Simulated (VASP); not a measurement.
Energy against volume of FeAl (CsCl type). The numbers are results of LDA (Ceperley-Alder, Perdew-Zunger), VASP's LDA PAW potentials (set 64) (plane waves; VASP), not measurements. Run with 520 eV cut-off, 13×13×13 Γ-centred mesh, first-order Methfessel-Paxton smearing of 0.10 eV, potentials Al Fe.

```csv
V (Å³/atom),E (eV/atom)
10.463,-7.12402
10.797,-7.14640
11.130,-7.15348
11.464,-7.14749
```

**Question.** Fit these four points and predict the energy of the run at 11.798 Å³/atom.

**Answer.** A cubic in V^(−2/3), the third-order Birch-Murnaghan form, passes through the four points with V0 = 11.14 Å³/atom and B0 = 209 GPa, and gives -7.1302 eV/atom there. The run gave -7.1304 eV/atom, -0.1 meV/atom from the fit; all five points give B0 = 208 GPa.

The compound is FeAl in the CsCl type structure. It was relaxed first, which changed the volume by -10 %. The run is not spin-polarised, so no magnetic state was tried.
